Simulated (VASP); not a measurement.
# Be3Te2Se (P3m1) in VASP: notebook, part 2 of 2

VASP 6.6.1. Earlier steps stand in the parts before.

### Step 3. Relaxation of cell and atoms, PBE

This run uses another cell than the first one, of 20.98 Å³/atom, 0.997 times its volume.

File INCAR:

```
SYSTEM = Be3Te2Se
  ALGO = Normal
  EDIFF = 1E-7
  EDIFFG = -0.005
  ENCUT = 520
  GGA = PE
  IBRION = 2
  ISIF = 3
  ISMEAR = 0
  KPAR = 8
  LASPH = .TRUE.
  LCHARG = .FALSE.
  LREAL = .FALSE.
  LWAVE = .FALSE.
  NELM = 120
  NSW = 60
  POTIM = 0.3
  PREC = Accurate
  SIGMA = 0.03
```

File KPOINTS:

```
k-points
0
G
  8 8 4
  0 0 0
```

File POSCAR:

```
Be3Te2Se                                
1.0
    3.9023838130      0.0000000000      0.0000000000
   -1.9511919115      3.3795635171     -0.0000000000
    0.0000000000      0.0000000000      9.5432455943
  Be              Te              Se            
     3     2     1
Direct
     0.3333333300000021    0.6666666699999979    0.5830352511632073
     0.0000000000000000    0.0000000000000000    0.2355744773434431
     0.6666666699999979    0.3333333300000021    0.9305714622651337
     0.3333333300000021    0.6666666699999979    0.3270289054895540
     0.6666666699999979    0.3333333300000021    0.6730654905706230
     1.0000000000000000    0.0000000000000000    0.0007244131680317
```

Potentials or basis: VASP PAW PBE potentials, release 64 (Be, Te, Se).

Run with:

```bash
$ cat potpaw_PBE.64/Be/POTCAR potpaw_PBE.64/Te/POTCAR potpaw_PBE.64/Se/POTCAR > POTCAR
$ mpirun -np 8 vasp_std > vasp.out
```

OUTCAR:

```text
SYSTEM = Be3Te2Se
   EDIFF = 1E-7
   EDIFFG = -0.005
   ENCUT = 520
   GGA = PE
   IBRION = 2
   ISIF = 3
   ISMEAR = 0
   LASPH = .TRUE.
   LREAL = .FALSE.
   NELM = 120
   NSW = 60
   POTIM = 0.3
   PREC = Accurate

 ion  position               nearest neighbor table
   1  0.333  0.667  0.583-   5 2.41   5 2.41   5 2.41   4 2.44
   2  0.000  0.000  0.236-   6 2.24   4 2.42   4 2.42   4 2.42
   3  0.667  0.333  0.931-   6 2.35   6 2.35   6 2.35   5 2.46
   4  0.333  0.667  0.327-   2 2.42   2 2.42   2 2.42   1 2.44
   5  0.667  0.333  0.673-   1 2.41   1 2.41   1 2.41   3 2.46
   6  0.000  0.000  0.001-   2 2.24   3 2.35   3 2.35   3 2.35

  LATTYP: Found a hexagonal cell.
 ALAT       =     3.9023838130
 C/A-ratio  =     2.4454912822

  Lattice vectors:

 A1 = (   3.9023838130,   0.0000000000,   0.0000000000)
 A2 = (  -1.9511919115,   3.3795635171,   0.0000000000)
 A3 = (   0.0000000000,   0.0000000000,   9.5432455943)

Analysis of symmetry for initial positions (statically):
=====================================================================
 Subroutine PRICEL returns:
 Original cell was already a primitive cell.

 Routine SETGRP: Setting up the symmetry group for a
 hexagonal supercell.

 Subroutine GETGRP returns: Found  6 space group operations
 (whereof  6 operations were pure point group operations)
 out of a pool of 24 trial point group operations.

The static configuration has the point symmetry C_3v.

Analysis of symmetry for dynamics (positions and initial velocities):
=====================================================================
 Subroutine PRICEL returns:
 Original cell was already a primitive cell.

 Routine SETGRP: Setting up the symmetry group for a
 hexagonal supercell.

[... 130 lines left out ...]
   IMIX   =      4    mixing-type and parameters
     AMIX     =   0.40;   BMIX     =  1.00
     AMIX_MAG =   1.60;   BMIX_MAG =  1.00
  volume/ion in A,a.u.               =      20.98       141.56
  Fermi-wavevector in a.u.,A,eV,Ry     =   0.942287  1.780663 12.080668  0.887904
  Thomas-Fermi vector in A             =   2.069881
   LORBIT       =      0    0 simple, 1 ext, 2 COOP (PROOUT), +10 PAW based schemes
   GGA     = PE    functional components
   LHFCALC =     F    Hartree Fock is set to
   AEXX    =    0.0000 exact exchange contribution
   IVDW    =     0    specifies the selected vdW correction
   LEPSILON=     F    determine dielectric tensor
   LRPA    =     F    only Hartree local field effects (RPA)
 conjugate gradient relaxation of ions
 non-spin polarized calculation
 Gauss-broadening in eV      SIGMA  =   0.03
  energy-cutoff  :      520.00
  volume of cell :      125.86
 maximum number of plane-waves:      3432
 NGX is ok and might be reduce to    30
   NGX = 15   NGY = 15   NGZ = 35

 number of electron      23.9999998 magnetization

 Free energy of the ion-electron system (eV)
  ---------------------------------------------------
  ext. energy  EPLUGINS =         0.00000000
  ---------------------------------------------------
  free energy    TOTEN  =       -23.88718376 eV

  energy without entropy =      -23.88718376  energy(sigma->0) =      -23.88718376

 E-fermi :   4.8404     XC(G=0):  -9.0837

 val. band max:        4.6877790828   @ k =   0.0000   0.0000   0.0000
 cond. band min:       6.5588974226   @ k =   0.5000  -0.0000   0.0000
 fundamental gap:      1.8711183398
 Fermi energy:         4.8404321545

 k-point     1 :       0.0000    0.0000    0.0000
  band No.  band energies     occupation
      1      -8.9309      2.00000
      2      -7.3122      2.00000
      3      -6.8476      2.00000
      4      -0.1049      2.00000
      5       0.0608      2.00000
      6       2.8016      2.00000
[... 433 lines left out ...]
      3      -5.8922      2.00000
      4      -0.4420      2.00000
      5      -0.1686      2.00000
      6       0.0374      2.00000
[... 8 lines left out ...]
     15       8.9034      0.00000
     16       9.4193      0.00000

 [... further k-points ...]
[... 5 lines left out ...]
  --------------------------------------------------------------------------------------
  -------------------------------------------------------------------------------------
  Total       -0.0042570     -0.0042570     -0.0044026      0.0000000      0.0000000      0.0000000
  in kB       -0.0541911     -0.0541911     -0.0560451      0.0000000      0.0000000      0.0000000
  external PRESSURE =      -0.0548091 kB  Pullay stress =       0.0000000 kB

 VOLUME and BASIS-vectors are now :
 -----------------------------------------------------------------------------
  energy-cutoff  :      520.00
  volume of cell :      125.86
      direct lattice vectors                 reciprocal lattice vectors
     3.902383813  0.000000000  0.000000000     0.256253625  0.147948100  0.000000000
    -1.951191912  3.379563517  0.000000000     0.000000000  0.295896199  0.000000000
     0.000000000  0.000000000  9.543245594     0.000000000  0.000000000  0.104786154

 POSITION                                       TOTAL-FORCE (eV/Angst)
 -----------------------------------------------------------------------------------
     -0.00000      2.25304      5.56405        -0.000000      0.000000      0.002455
      0.00000      0.00000      2.24815        -0.000000      0.000000     -0.003782
      1.95119      1.12652      8.88067        -0.000000      0.000000      0.003363
     -0.00000      2.25304      3.12092         0.000000      0.000000     -0.004347
      1.95119      1.12652      6.42323        -0.000000     -0.000000      0.001718
      0.00000      0.00000      0.00691         0.000000      0.000000      0.000594
 -----------------------------------------------------------------------------------
    total drift:                                0.000001     -0.000000      0.000046

  FREE ENERGIE OF THE ION-ELECTRON SYSTEM (eV)
  ---------------------------------------------------
  free  energy   TOTEN  =       -23.8871837611 eV

  energy  without entropy=      -23.8871837611  energy(sigma->0) =      -23.88718376

 reached required accuracy - stopping structural energy minimisation
```

Wall time 19 s (8 MPI ranks of Intel Xeon Platinum 8559C (Emerald Rapids), shared host); peak memory 0.3 GiB.

What came out:

| Quantity | Value |
| --- | --- |
| Free energy | -23.8872 eV |
| Pressure after relaxing | 0.0 GPa |
| Largest force after relaxing | 0.004 eV/Å |
| Band gap on the k mesh | 1.87 eV, indirect (least direct gap 2.23 eV) |

Forces in eV/Å, atoms in the order of the input:
```
Be   0.000  0.000  0.002
Be   0.000  0.000 -0.004
Be   0.000  0.000  0.003
Te   0.000  0.000 -0.004
Te   0.000  0.000  0.002
Se   0.000  0.000  0.001
```

Final structure:
```
CELL_PARAMETERS angstrom
3.90238 0.00000 0.00000
-1.95119 3.37956 0.00000
0.00000 0.00000 9.54325
ATOMIC_POSITIONS crystal
Be 0.33333 0.66667 0.58304
Be 0.00000 0.00000 0.23557
Be 0.66667 0.33333 0.93057
Te 0.33333 0.66667 0.32703
Te 0.66667 0.33333 0.67307
Se 0.00000 0.00000 0.00072
```

Levels at points of the mesh, in eV from the valence-band top:
```csv
k point,band 10,band 11,band 12,band 13,band 14,band 15
"(0.00, 0.00, 0.00)",-0.37,0.00,0.00,2.23,3.58,3.73
"(0.50, 0.00, 0.00)",-2.39,-1.93,-1.54,1.87,2.82,3.33
"(0.00, 0.00, 0.50)",-0.57,-0.17,-0.17,2.48,3.61,3.79
"(0.50, 0.00, 0.50)",-2.24,-1.37,-1.24,2.33,2.72,3.14
```

Caveat: the relaxation stopped at its first step, so nothing moved; spin-orbit coupling is left out, which moves the levels of the heavy elements.
